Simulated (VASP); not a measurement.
Consider the following.

```yaml
crystal:
  lattice:
    - [3.10816, 0.00000, 0.00000]
    - [-1.55408, 2.69175, 0.00000]
    - [0.00000, 0.00000, 4.97414]
  atoms:
    - { symbol: Al, position: [0.33333, 0.66667, 0.00001] }
    - { symbol: Al, position: [0.66667, 0.33333, 0.50001] }
    - { symbol: N, position: [0.33333, 0.66667, 0.38199] }
    - { symbol: N, position: [0.66667, 0.33333, 0.88199] }
```

Calculation: PBE GGA with D3 dispersion (Becke-Johnson damping), VASP's PBE PAW potentials (set 64) (plane waves; VASP). Settings: 520 eV cut-off, Gaussian smearing of 0.050 eV, potentials Al N.

Question: Give the energies of bands 3 to 11 at the high-symmetry points, in eV from the valence-band maximum.

Answer: 
| band | Γ | M | K | A | L | H |
|---|---|---|---|---|---|---|
| 3 | -6.01 | -5.47 | -4.84 | -3.34 | -5.62 | -4.86 |
| 4 | -0.88 | -4.18 | -3.80 | -3.34 | -5.62 | -4.86 |
| 5 | -0.88 | -3.36 | -3.80 | -0.56 | -1.48 | -3.88 |
| 6 | -0.23 | -2.11 | -2.47 | -0.56 | -1.48 | -3.88 |
| 7 | -0.23 | -1.78 | -2.39 | -0.56 | -1.37 | -0.80 |
| 8 | 0.00 | -0.70 | -2.39 | -0.56 | -1.37 | -0.80 |
| 9 | 4.23 | 5.81 | 5.05 | 6.49 | 5.32 | 7.43 |
| 10 | 6.68 | 5.82 | 8.36 | 6.49 | 5.32 | 7.43 |
| 11 | 10.64 | 8.21 | 9.68 | 10.35 | 9.27 | 7.84 |

The gap is direct, 4.23 eV, from the valence maximum at Γ to the conduction minimum at Γ.

The structure comes from a measured AlN entry (P6_3mc) of the Crystallography Open Database, whose conditions weren't checked. It was relaxed first.
